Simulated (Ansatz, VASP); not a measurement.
# GaReSi: VASP beside Ansatz

```
Ga Si Re
1.0
     3.19420    0.00000    0.00000
     0.00000    3.19420    0.00000
     0.00000    0.00000    8.05400
Ga Si Re
2 2 2
Direct
  0.50000 0.00000 0.91460
  0.00000 0.50000 0.08540
  0.00000 0.50000 0.41520
  0.50000 0.00000 0.58480
  0.00000 0.50000 0.73063
  0.50000 0.00000 0.26937
```

Alike in both runs: task electric field gradients; functional PBE; k mesh 9 × 9 × 4; occupations fermi-dirac, width 0.05 eV; no spin polarisation.

|  | VASP | Ansatz |
| --- | --- | --- |
| version | VASP 6.6.1 | Ansatz 0.2.0 |
| potentials or method | VASP PAW PBE potentials, release 64 (Ga_d, Si, Re), cutoff 520 eV | all-electron PAW with datasets made for the crystal, scalar-relativistic |

Ansatz gave:

* pressure (GPa): 3.6
* largest component of the traceless stress (GPa): 0.13
* rms of the force components (eV/Å): 0.054
* Vzz of the field gradient on the site that differs most (V/Å²): -190.1

Problem. Which values does VASP return?

Solution. Pressure (GPa): 3.8; largest component of the traceless stress (GPa): 0.13; rms of the force components (eV/Å): 0.058; Vzz of the field gradient on the site that differs most (V/Å²): -169.2.

Atom by atom the forces differ by 0.006 eV/Å (rms over components). Ansatz ran all-electron here, so the differences hold the error of VASP's frozen core and of both bases. Ansatz warned: «gradients_without_spin_orbit».
